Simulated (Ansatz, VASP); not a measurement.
## Two plane-wave programs on Mg3CdTe2

```
CELL_PARAMETERS angstrom
7.19228 0.00000 0.00000
-3.59614 6.22870 0.00000
0.00000 0.00000 4.21292
ATOMIC_POSITIONS crystal
Mg 0.50000 0.00000 0.50000
Mg 0.50000 0.50000 0.50000
Mg 0.00000 0.50000 0.50000
Cd 0.00000 0.00000 0.00000
Te 0.33333 0.66667 0.00000
Te 0.66667 0.33333 0.00000
```

Alike in both runs: functional PBE; k mesh 3 × 3 × 4; occupations gaussian, width 0.1 eV; no spin polarisation.

Ansatz relaxed the structure, and its values are those at the end. VASP's run is a single point on that final structure, the one shown.

```csv
,VASP,Ansatz
version,VASP 6.6.1,Ansatz 0.2.0
potentials or method,"VASP PAW PBE potentials, release 64 (Mg, Cd, Te)","scalar-relativistic, plane waves, PAW"
plane-wave cutoff (eV),520,420
valence electrons in the cell,30,82
```

```csv
,VASP,Ansatz,Ansatz less VASP
gap on the k mesh at the Fermi level (eV),none,none,-
pressure (GPa),0.0,0.0,+0.02
```

A gap of «none» marks a metal or a gap that the smearing closes. The functional is the same, so the differences come from potentials, cutoffs and numerics. The two sets of potentials don't hold the same shells in valence.

Caveats: the k mesh is coarse (spacing up to 0.37 Å⁻¹), so the values aren't converged. The runs have no spin-orbit coupling, so splittings on Te are missing.
